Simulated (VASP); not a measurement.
Here is the system:

```
CELL_PARAMETERS angstrom
     -1.51500     1.51500     1.51500
      1.51500    -1.51500     1.51500
      1.51500     1.51500    -1.51500
ATOMIC_POSITIONS crystal
  V  0.00000 0.00000 0.00000
```

Level of theory: SCAN meta-GGA, VASP's PBE PAW potentials (set 64) (plane waves; VASP). Settings: 520 eV cut-off, 15×15×15 Γ-centred mesh, first-order Methfessel-Paxton smearing of 0.10 eV, potentials V_sv.

Energy and stress use the plane-wave basis of the starting cell.

The ions, cell shape and volume are relaxed. Predict the relaxed structure.

```
CELL_PARAMETERS angstrom
     -1.48592     1.48592     1.48592
      1.48592    -1.48592     1.48592
      1.48592     1.48592    -1.48592
ATOMIC_POSITIONS crystal
  V  0.00000 0.00000 0.00000
```
Space group Im-3m (229), at a tolerance of 0.03 Å.

How do energy and volume change from the first to the last step?

The energy (σ→0) changes by -24.7 meV/atom and the volume by -5.6 %, in 5 ionic steps.

The compound is V in the bcc structure. This run relaxes it. Symmetry was kept, so distortions that lower it aren't found. The run is not spin-polarised, so no magnetic state was tried.
